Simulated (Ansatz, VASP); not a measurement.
## Cross-check of Al (fcc) between VASP and Ansatz

Wanted: the spread between two codes on one cell, functional and k mesh. The cell is taken from a series of runs on this material, whose earlier steps may have relaxed, scaled, displaced or heated it; both programs get it as it stands.

Program: Ansatz 0.2.0. Level of theory: plane waves, with VASP 6.6.1 beside it; single point at PBE0. Results are calculated unless marked as measured.

**1. The structure**

Symmetry: Fm-3m, No. 225, cubic system. The conventional cell has a = 4.015 Å, b = 4.015 Å, c = 4.015 Å, α = 90.00°, β = 90.00°, γ = 90.00°. Nearest to Al lie 12 Al at 2.84 Å.

Structure file:

```cif
data_structure
_symmetry_space_group_name_H-M 'Fm-3m'
_symmetry_Int_Tables_number 225
_cell_length_a 4.0153
_cell_length_b 4.0153
_cell_length_c 4.0153
_cell_angle_alpha 90.000
_cell_angle_beta 90.000
_cell_angle_gamma 90.000
_cell_volume 64.74
loop_
_atom_site_label
_atom_site_type_symbol
_atom_site_symmetry_multiplicity
_atom_site_Wyckoff_symbol
_atom_site_fract_x
_atom_site_fract_y
_atom_site_fract_z
_atom_site_occupancy
Al1 Al 4 a 0.00000 0.00000 0.00000 1
```

**2. VASP: single point, PBE0**

A single point gives forces, pressure and levels at one fixed geometry, so differences don't come from the geometry; what else differs is listed under the comparison.

Lines of VASP's logs that name or quote its potential files are left out, and so is its time.

The run reads the wave functions of an earlier VASP run, which isn't shown here.

Input file INCAR:

```
SYSTEM = Al
PREC = Accurate
ENCUT = 400
EDIFF = 1E-06
NELM = 100
ISMEAR = -1
SIGMA = 0.05
LREAL = .FALSE.
ALGO = Normal
LHFCALC = .TRUE.
AEXX = 0.25
GGA = PE
LASPH = .TRUE.
NBANDS = 7
PRECFOCK = Fast
LORBIT = 11
LWAVE = .FALSE.
LCHARG = .FALSE.
KPAR = 8
ISIF = 2
```

Input file POSCAR:

```
Al
1.0
    0.0000000000      2.0076537778      2.0076537778
    2.0076537778      0.0000000000      2.0076537778
    2.0076537778      2.0076537778      0.0000000000
Al
1
Direct
    0.0000000000      0.0000000000      0.0000000000
```

Input file KPOINTS:

```
Automatic mesh
0
Gamma
10 10 10
0 0 0
```

The projector-augmented-wave data sets are Al (PBE family, release 64).

On the command line:

```bash
> mpirun -np 8 vasp_std
```

Numbers of over 12 decimals in the logs are rounded to 6 here.

Log:

```text
[banner, memory and clock lines left out]
running    8 mpi-ranks, on    1 nodes
 distrk:  each k-point on    1 cores,    8 groups
 distr:  one band on    1 cores,    1 groups

 POSCAR found type information on POSCAR Al
 POSCAR found :  1 types and       1 ions
|                                                                             |
|           W    W    AA    RRRRR   N    N  II  N    N   GGGG   !!!           |
|           W    W   A  A   R    R  NN   N  II  NN   N  G    G  !!!           |
|           W    W  A    A  R    R  N N  N  II  N N  N  G       !!!           |
|           W WW W  AAAAAA  RRRRR   N  N N  II  N  N N  G  GGG   !            |
|           WW  WW  A    A  R   R   N   NN  II  N   NN  G    G                |
|           W    W  A    A  R    R  N    N  II  N    N   GGGG   !!!           |
|                                                                             |
|     For optimal performance we recommend to set                             |
|       NCORE = 2 up to number-of-cores-per-socket                            |
|     NCORE specifies how many cores store one orbital (NPAR=cpu/NCORE).      |
|     This setting can greatly improve the performance of VASP for DFT.       |
|     The default, NCORE=1 might be grossly inefficient on modern             |
|     multi-core architectures or massively parallel machines. Do your        |
|     Unfortunately you need to use the default for GW and RPA                |
|     calculations (for HF NCORE is supported but not extensively tested      |
|     yet).                                                                   |
|                                                                             |

 LDA part: xc-table for (Slater+PW92), standard interpolation
 found WAVECAR, reading the header
 POSCAR, INCAR and KPOINTS ok, starting setup
 FFT: planning ... GRIDC
 FFT: planning ... GRID_SOFT
 FFT: planning ... GRID
 reading WAVECAR
 the WAVECAR file was read successfully
 initial charge from wavefunction
 entering main loop
       N       E                     dE             d eps       ncg     rms          rms(c)
DAV:   1    -0.437051845263E+01   -0.43705E+01   -0.37331E-01   917   0.268E+00    0.912E+00
DAV:   2    -0.437432516060E+01   -0.38067E-02   -0.21169E-03   980   0.211E-01    0.624E+00
DAV:   3    -0.437484049418E+01   -0.51533E-03   -0.11714E-04   805   0.346E-02    0.369E+00
DAV:   4    -0.437471302046E+01    0.12747E-03   -0.38386E-05   847   0.239E-02    0.213E+00
DAV:   5    -0.437465196449E+01    0.61056E-04   -0.13279E-05   861   0.153E-02    0.123E+00
DAV:   6    -0.437463031556E+01    0.21649E-04   -0.52914E-06   847   0.958E-03    0.710E-01
DAV:   7    -0.437462286870E+01    0.74469E-05   -0.20290E-06   798   0.586E-03    0.409E-01
DAV:   8    -0.437462037907E+01    0.24896E-05   -0.70627E-07   462   0.353E-03    0.240E-01
DAV:   9    -0.437461959689E+01    0.78218E-06   -0.31455E-07   427   0.254E-03
   1 F= -.43746196E+01 E0= -.43735842E+01  d E =-.207077E-02
```

OUTCAR, selected parts (step 2):

```text
ion  position               nearest neighbor table
   1  0.000  0.000  0.000-

  LATTYP: Found a face centered cubic cell.
 ALAT       =     4.0153075556

 Subroutine GETGRP returns: Found 48 space group operations
 (whereof 48 operations were pure point group operations)

The static configuration has the point symmetry O_h .

 Found     47 irreducible k-points:

   k-points           NKPTS =     47   k-points in BZ     NKDIM =   1000   number of bands    NBANDS=      7

   dimension x,y,z NGX =    20 NGY =   20 NGZ =   20
   dimension x,y,z NGXF=    40 NGYF=   40 NGZF=   40

   ENCUT  =  400.0 eV  29.40 Ry    5.42 a.u.   4.63  4.63  4.63*2*pi/ulx,y,z

   NELECT =       3.0000    total number of electrons

 k-points in reciprocal lattice and weights: Automatic mesh
   0.00000000  0.00000000  0.00000000       0.001
   0.10000000  0.00000000  0.00000000       0.008
   0.20000000  0.00000000  0.00000000       0.008
   0.30000000  0.00000000  0.00000000       0.008
   0.40000000  0.00000000  0.00000000       0.008
   0.50000000  0.00000000  0.00000000       0.004
   0.10000000  0.10000000  0.00000000       0.006
   0.20000000  0.10000000  0.00000000       0.024
   0.30000000  0.10000000  0.00000000       0.024
[...]
-0.30000000  0.40000000  0.20000000       0.024
  -0.30000000  0.50000000  0.20000000       0.012

  exchange ACFDT corr.  =         0.00000000  see jH, gK, PRB 81, 115126

 average (electrostatic) potential at core
       1 -68.0533

 E-fermi :   8.2627

 k-point     1 :       0.0000    0.0000    0.0000
  band No.  band energies     occupation
      1      -5.1004      2.00000
      2      22.4153      0.00000
      3      22.4153      0.00000
      4      22.4153      0.00000
      5      24.0776      0.00000
      6      24.0776      0.00000
    ...

 k-point     2 :       0.1000    0.0000    0.0000
  band No.  band energies     occupation
      1      -4.7924      2.00000
      2      18.9223      0.00000
      3      21.6727      0.00000
      4      21.6727      0.00000
      5      24.6424      0.00000
      6      25.2527      0.00000
    ...

 k-point     3 :       0.2000    0.0000    0.0000
  band No.  band energies     occupation
      1      -3.8695      2.00000
      2      14.5921      0.00000
      3      20.8783      0.00000
      4      20.8783      0.00000
      5      24.2938      0.00000
      6      25.6564      0.00000
    ...

  Total       -0.0692496     -0.0692496     -0.0692496      0.0000000      0.0000000     -0.0000000
  in kB       -6.8553745     -6.8553745     -6.8553745      0.0000000      0.0000000     -0.0000000
  external PRESSURE =      -6.8553745 kB  Pullay stress =       0.0000000 kB

  energy-cutoff  :      400.00
  volume of cell :       16.18
      direct lattice vectors                 reciprocal lattice vectors
     0.000000000  2.007653778  2.007653778    -0.249046925  0.249046925  0.249046925
     2.007653778  0.000000000  2.007653778     0.249046925 -0.249046925  0.249046925
     2.007653778  2.007653778  0.000000000     0.249046925  0.249046925 -0.249046925

 POSITION                                       TOTAL-FORCE (eV/Angst)
 -----------------------------------------------------------------------------------
      0.00000      0.00000      0.00000        -0.000000     -0.000000     -0.000000
 -----------------------------------------------------------------------------------
    total drift:                               -0.000000     -0.000000     -0.000000

  FREE ENERGIE OF THE ION-ELECTRON SYSTEM (eV)
  ---------------------------------------------------
  free  energy   TOTEN  =        -4.3746195969 eV

  energy  without entropy=       -4.3725488241  energy(sigma->0) =       -4.37358421

 total charge
# of ion       s       p       d       tot
------------------------------------------
    1        0.487   0.362   0.000   0.849

[... 3 further parts left out ...]
```

The run ends at a pressure of -0.69 GPa.

**3. Ansatz: single point, PBE0**

Ansatz runs on its default PAW (the set named soft_2) files.

The same cell, functional, mesh and smearing now go to Ansatz.

Input file input.yaml:

```yaml
crystal:
  lattice:
    - [0.0, 2.0076537778, 2.0076537778]
    - [2.0076537778, 0.0, 2.0076537778]
    - [2.0076537778, 2.0076537778, 0.0]
  atoms:
    - { symbol: Al, position: [0.0, 0.0, 0.0] }
basis:
  ecutwfc: 420
  xc_grid: 2
hamiltonian:
  xc: pbe0
kpoints:
  mp_grid: { grid: [10, 10, 10] }
scf:
  occupations: { method: fermi_dirac, width: 0.05 }
  max_iter: 150
output:
  forces: true
  stress: true
checkpoint:
  write: "../Al.pbe0.run"
  compress: false
  write_wavefunctions: false
  write_every: 100000
```

On the command line:

```bash
> ansatz run input.yaml --threads 8 --pin off --max-ram 13189MiB --backend cpu --events-out ev --progress --plain --runs-dir out
```

Log:

```text
Warning: output.stress: scf.convergence.dr2_threshold = 1e-7 eV (the SCF's general default) is looser than the 1e-10 eV advised for a printed stress (1e-10 eV for each atom of the cell: 1). What an SCF threshold leaves in a stress goes as its square root, and in the free energy as the threshold itself, and one threshold admits the most on a small cell: [figures from the program's tests cut] Set scf.convergence.dr2_threshold to 1e-10 eV or tighter. The threshold is an SCF's pass mark: one that does not reach it within its budget of iterations ends unconverged, or closes short of it on a stop that the run arms, and scf.convergence.dr2_threshold's page says what that costs each kind of run
Warning: output.stress: scf.exx.energy_threshold = 1e-6 eV is looser than the 1e-8 eV advised for a stress under a hybrid functional (1e-8 eV for each atom of the cell: 1). Every SCF of the exchange loop can meet its threshold on dr2 while the loop round them stops early: no threshold on dr2 bounds what that leaves in the stress. Set scf.exx.energy_threshold to 1e-8 eV or tighter. The threshold is the loop's pass mark: a loop that does not reach it within its budget of cycles ends unconverged, and scf.exx.energy_threshold's page has the law
Engine: ansatz 0.2.0, x86_64-unknown-linux-gnu
Pseudopotentials: kind: paw
Pseudopotential: Al, paw, valence charge 3, recommended cutoff 420 eV (normal), Al.paw.azcp
Functional definition: PBE0
  parameter a = 0.25
  parameter kappa = 0.804
  parameter beta = 0.066725
  exchange = (1 - a)*pbe_x(kappa = kappa, mu = beta*pi^2/3) + a*exact_x
  correlation = pbe_c(beta = beta)
Crystal: 1 atoms, lattice volume = 16.184 Å³
Basis set: ecut = 420 eV, 331 PW (Γ), exchange–correlation on 40×40×40 points (8 copies of the dense FFT grid, shifted against one another)
Bands: 6, of which v1, the nominal top of the filled ones, is band 2 counted from 1 (1 counted from 0)
Symmetry: 48 space group operations
Space group: Fm-3m (ITA 225), of the structure as read, at distance tolerance 2.5e-5 Å
k-points: 47 of 1000
Non-local potential: Al, projectors of the file, l = 0: 2, l = 1: 2, l = 2: 1
PAW form: soft (Blöchl's): semilocal exchange-correlation on the pseudo side does not see the compensation charge
PAW frozen core: Al, regenerated for the run's functional, and the local potential with it (the file was generated under x = pbe(κ = 0.804, μ = 0.219515), c = pbe(β = 0.066725))
PAW one-centre angular grid: Al, 110 points (default); XC on 64 Gauss nodes
Initial density: superposition of atomic densities (neutral atoms: chi_scale 0, normalization atom), corrected by the library's trained network
Initial wavefunctions: pseudopotential atomic-orbital guess
Functional: x = pbe(κ = 0.804, μ = 0.219515), c = pbe(β = 0.066725), warm-up for x = 0.75 pbe(κ = 0.804, μ = 0.219515) + 0.25 exact, c = pbe(β = 0.066725)
SCF iter   1: F=—  HF=-537.482216 eV  |F-HF|=—  |Δ(HF+E_count)|=         —  Δρ=8.99e-4  dr2=1.13e-4  ethr=1.77e-3  ⟨swp⟩=6.4  Hψ=1420  notcnv=0
preconditioner: auto → none  [metal: Δε(μ)=0.111 eV  Ē_g=13.349 eV  σ=0.050 eV  W_gap=0.45  n_scr=0 (ndim 8)  ℏωp=16.0 eV  f_vac=0.000  D(μ)=0.86/eV (n_scr^D=8)]
SCF iter   2: F=—  HF=-537.482238 eV  |F-HF|=—  |Δ(HF+E_count)|=   2.18e-5  Δρ=4.28e-4  dr2=2.46e-5  ethr=3.77e-6  ⟨swp⟩=2.7  Hψ=452  notcnv=0  defer=12
iter 3 solved again at ethr=3.80e-10 eV; its pass at ethr=8.20e-7 eV (dr2=1.14e-8 eV) is discarded
SCF iter   3: F=—  HF=-537.482246 eV  |F-HF|=—  |Δ(HF+E_count)|=   7.84e-6  Δρ=1.31e-5  dr2=9.19e-9  ethr=3.80e-10  ⟨swp⟩=4.9  Hψ=941  notcnv=0
eigensolver tolerance schedule: the retry pair's looser diagonalisation over-reported the residual by 0.24 of it (diagonalisation noise at 0.24 of the residual, at the tolerance the schedule requests for it); recorded, not acted on — ethr = c·dr2/N_el stays at c = 1.0e-1
SCF iter   4: F=-537.482246 eV  HF=-537.482246 eV  |F-HF|=2.25e-10  |Δ(HF+E_count)|=   2.37e-8  Δρ=1.78e-6  dr2=2.39e-10  ethr=3.06e-10  ⟨swp⟩=2.0  Hψ=356  notcnv=0
SCF 1 converged in 4 iterations: F = -537.482246 eV  dr2 = 2.39e-10
  greatest PAW one-centre occupation: 0.444 electrons in one spin orbital (limit 2), on the Al atom at site 0 (counted from 0), in its partial waves of l = 0
Initial density: handed on by an earlier stage of this run
Initial wavefunctions: those handed on with the density
Functional: x = 0.75 pbe(κ = 0.804, μ = 0.219515) + 0.25 exact, c = pbe(β = 0.066725)
Frozen-core exchange: fock
iter 1 solved again at ethr=2.15e-5 eV; its pass at ethr=1.00e-1 eV (dr2=6.45e-4 eV) is discarded
SCF iter   1: F=—  HF=-537.968058 eV  |F-HF|=—  |Δ(HF+E_count)|=         —  Δρ=1.97e-3  dr2=1.82e-3  ethr=2.15e-5  ⟨swp⟩=4.2  Hψ=1494  notcnv=0
preconditioner: auto → none  [metal: Δε(μ)=0.106 eV  Ē_g=15.491 eV  σ=0.050 eV  W_gap=0.48  n_scr=0 (ndim 8)  ℏωp=16.0 eV  f_vac=0.000  D(μ)=0.45/eV (n_scr^D=0)]
SCF iter   2: F=—  HF=-537.967552 eV  |F-HF|=—  |Δ(HF+E_count)|=   5.06e-4  Δρ=8.75e-4  dr2=1.15e-3  ethr=2.15e-5  ⟨swp⟩=2.0  Hψ=356  notcnv=0
SCF iter   3: F=—  HF=-537.967439 eV  |F-HF|=—  |Δ(HF+E_count)|=   1.13e-4  Δρ=7.34e-5  dr2=9.36e-4  ethr=4.60e-6  ⟨swp⟩=2.9  Hψ=417  notcnv=0
SCF iter   4: F=-537.967439 eV  HF=-537.967439 eV  |F-HF|=2.33e-8  |Δ(HF+E_count)|=   8.10e-7  Δρ=1.07e-5  dr2=9.17e-9  ethr=2.34e-8  ⟨swp⟩=3.3  Hψ=725  notcnv=0
SCF 2 converged in 4 iterations: F = -537.967439 eV  dr2 = 9.17e-9
  greatest PAW one-centre occupation: 0.442 electrons in one spin orbital (limit 2), on the Al atom at site 0 (counted from 0), in its partial waves of l = 0
hybrid outer 1: dexx = +1.619e-3 eV, tail = 2.01e-3 eV
Frozen-core exchange: fock
SCF iter   1: F=—  HF=-537.969778 eV  |F-HF|=—  |Δ(HF+E_count)|=         —  Δρ=3.33e-4  dr2=1.68e-4  ethr=3.35e-4  ⟨swp⟩=2.0  Hψ=564  notcnv=0
preconditioner: auto → none  [insulator: Δε(μ)=0.239 eV  Ē_g=15.491 eV  σ=0.050 eV  W_gap=0.80  n_scr=0 (ndim 8)  ℏωp=16.0 eV  f_vac=0.000  D(μ)=0.28/eV (n_scr^D=0)]
SCF iter   2: F=-537.970281 eV  HF=-537.970283 eV  |F-HF|=1.19e-6  |Δ(HF+E_count)|=   5.05e-4  Δρ=1.33e-4  dr2=5.76e-6  ethr=6.87e-7  ⟨swp⟩=2.9  Hψ=407  notcnv=0
SCF 3 stopped early in 2 iterations: F = -537.970281 eV  dr2 = 5.76e-6
  greatest PAW one-centre occupation: 0.439 electrons in one spin orbital (limit 2), on the Al atom at site 0 (counted from 0), in its partial waves of l = 0
hybrid outer 2: dexx = +5.839e-4 eV, tail = 1.10e-3 eV, Δε = 1.74e-1 eV (about 1.54e-2 eV left of the loop's levels)
Frozen-core exchange: fock
SCF iter   1: F=—  HF=-537.970258 eV  |F-HF|=—  |Δ(HF+E_count)|=         —  Δρ=2.42e-5  dr2=2.43e-6  ethr=2.15e-6  ⟨swp⟩=2.5  Hψ=598  notcnv=0
preconditioner: auto → none  [insulator: Δε(μ)=0.370 eV  Ē_g=15.492 eV  σ=0.050 eV  W_gap=0.85  n_scr=0 (ndim 8)  ℏωp=16.0 eV  f_vac=0.000  D(μ)=0.25/eV (n_scr^D=0)]
SCF iter   2: F=—  HF=-537.970258 eV  |F-HF|=—  |Δ(HF+E_count)|=   2.30e-8  Δρ=6.90e-6  dr2=2.33e-6  ethr=3.04e-9  ⟨swp⟩=3.9  Hψ=477  notcnv=0
SCF iter   3: F=—  HF=-537.970258 eV  |F-HF|=—  |Δ(HF+E_count)|=   2.36e-8  Δρ=3.43e-6  dr2=2.33e-6  ethr=2.33e-10  ⟨swp⟩=3.3  Hψ=607  notcnv=0
SCF iter   4: F=—  HF=-537.970297 eV  |F-HF|=—  |Δ(HF+E_count)|=   3.91e-5  Δρ=2.36e-5  dr2=1.88e-7  ethr=6.91e-11  ⟨swp⟩=4.4  Hψ=652  notcnv=0
SCF iter   5: F=—  HF=-537.970297 eV  |F-HF|=—  |Δ(HF+E_count)|=   5.05e-8  Δρ=3.81e-6  dr2=7.88e-8  ethr=6.91e-11  ⟨swp⟩=4.0  Hψ=498  notcnv=0
SCF iter   6: F=-537.970297 eV  HF=-537.970297 eV  |F-HF|=2.88e-9  |Δ(HF+E_count)|=   3.11e-7  Δρ=5.25e-6  dr2=1.24e-8  ethr=6.91e-11  ⟨swp⟩=3.6  Hψ=454  notcnv=0
SCF 4 converged in 6 iterations: F = -537.970297 eV  dr2 = 1.24e-8
  Residual-converged pass: ⟨swp⟩=2.2  Hψ=363  notcnv=0  max |occ|·‖R‖ = 2.3e-6 eV (tolerance 2.4e-6 eV)  dr2=1.24e-8  dr2_onsite=1.74e-10  max |Δocc| = 2.1e-13
hybrid outer 3: dexx = +8.480e-7 eV, tail = 2.41e-6 eV, Δε = 3.99e-3 eV (about 3.53e-4 eV left of the loop's levels)
Frozen-core exchange: fock
SCF iter   1: F=—  HF=-537.970297 eV  |F-HF|=—  |Δ(HF+E_count)|=         —  Δρ=6.83e-6  dr2=9.53e-9  ethr=4.44e-9  ⟨swp⟩=3.4  Hψ=681  notcnv=0
preconditioner: auto → none  [insulator: Δε(μ)=0.374 eV  Ē_g=15.493 eV  σ=0.050 eV  W_gap=0.85  n_scr=0 (ndim 8)  ℏωp=16.0 eV  f_vac=0.000  D(μ)=0.25/eV (n_scr^D=0)]
SCF iter   2: F=-537.970297 eV  HF=-537.970297 eV  |F-HF|=2.05e-12  |Δ(HF+E_count)|=   4.31e-9  Δρ=5.56e-7  dr2=6.46e-10  ethr=2.90e-10  ⟨swp⟩=2.0  Hψ=355  notcnv=0
SCF 5 converged in 2 iterations: F = -537.970297 eV  dr2 = 6.46e-10
  Residual-converged pass: ⟨swp⟩=3.0  Hψ=413  notcnv=0  max |occ|·‖R‖ = 1.6e-6 eV (tolerance 2.4e-6 eV)  dr2=6.55e-10  dr2_onsite=2.97e-12  max |Δocc| = 5.6e-12
hybrid outer 4: dexx = +1.666e-9 eV, tail = 1.30e-9 eV, Δε = 1.19e-4 eV (about 5.50e-5 eV left of the loop's levels), ΔF = 1.58e-32 eV/Å (tail inf)
hybrid SCF converged: 4 outer / 14 inner (+4 warm-up), last move |dexx| = 1.67e-9 eV, tail = 1.30e-9 eV
Stability not checked: this state was not tested for a lower state beside it, because the functional holds exact exchange (a hybrid, or Hartree-Fock), whose exchange loop this test does not read (fock_operator; see scf.lower_state_search)
Free energy (F): -537.970297 eV
Frozen-core exchange: fock
Harris-Foulkes:  -537.970297 eV  (|F-HF|=2.05e-12)
Internal energy: -537.968187 eV  (E = F + TS)
E sigma→0 (E₀):  -537.969242 eV
Entropy (-TS):   -0.002110 eV (-2.110 meV/atom)
Fermi energy:    8.224780 eV
--- Per-component energies (eV) ---
  E_band       = 8.006031
  E_kinetic    = 23.190035
  E_local      = 10.425779  (includes V_loc(G=0)·N_el)
  E_nonlocal   = 9.890909
  E_hartree    = 0.113416
  E_xc         = -31.090960
  E_vxc        = -22.969338  (∫ρ·V_xc dr)
  E_exx        = -4.565603  (= α·E_x^exact, valence–valence)
  E_paw        = -471.897901  (= ΣΔE_a)
  E_vpaw       = -3.626983  (= ΣTr[D̂ρ^β])
  E_aug_tail   = -0.000002  (compensation charges beyond the density's cutoff)
  E_ewald      = -73.989786
  E_core_change = -0.044075  (= ΣΔE_core)
  E_smearing   = -0.002110  (= −TS)
  E_closure    = 0.000000  (closes the sum)
  Σ components = -537.970297   (vs F -537.970297, Δ=0.00e0)
--- Forces (eV/Å), atoms counted from 1 ---
  atom   1  Al     0.00000000     0.00000000    -0.00000000
  max |Σ_I F_I| component: 1.80e-33 eV/Å
--- Stress (GPa, compression-positive) ---
       -0.700916       0.000000      -0.000000
        0.000000      -0.700916       0.000000
       -0.000000       0.000000      -0.700916
  P = ⅓ Tr σ = -0.7009 GPa (-7.009 kbar)
--- Band table (eV; the first three rows and the last of 47) ---
  k-point 0: bands = ["-5.1134", "22.1436", "22.1436", "22.1436"]
  k-point 1: bands = ["-4.8059", "18.7914", "21.4898", "21.4898"]
  k-point 2: bands = ["-3.8886", "14.5082", "20.7408", "20.7408"]
  k-point 46: bands = ["5.9258", "7.7523", "7.9963", "10.5610"]
  guard bands above this table: 2 of the run's 6 bands. The solve was not asked for them (output.publish_guard_bands: true or output.eigenvalues: true publishes all)
```

The run ends at a pressure of -0.70 GPa.

**4. Differences**

Known differences besides the potentials themselves: exact exchange at q = 0 is treated differently, which shows on coarse meshes; VASP keeps PBE cores, Ansatz makes them for the functional; the cutoff is 420 eV in Ansatz and 400 eV in VASP; VASP takes a coarser grid for exact exchange (PRECFOCK = Fast). Total energies have different zeros and are not compared.

Both answers:

```
      quantity  Ansatz   VASP  difference
pressure (GPa)   -0.70  -0.69       -0.02
```

**5. Outcome**

```yaml
difference_in_pressure_single_point_pbe0: -0.015 GPa
```

What this shows: The difference in pressure is -0.015 GPa (single point, PBE0), within the 1 GPa picked in this series as the mark of a large difference. How closely two codes agree says nothing of how well the functional describes the real material.

[Lines on the potential files, build, host, timing and source positions are cut from VASP's logs without a mark.]

[Logs are printed without paths, hosts, clocks, repeated set-up lines and the standing remarks that a program may print on its own settings, such as how far it seeks lower states.]

[Hosts, paths, dates, database ids (printed as entryN), source tags and the programs' standing remarks are cut or masked in the printed files.]
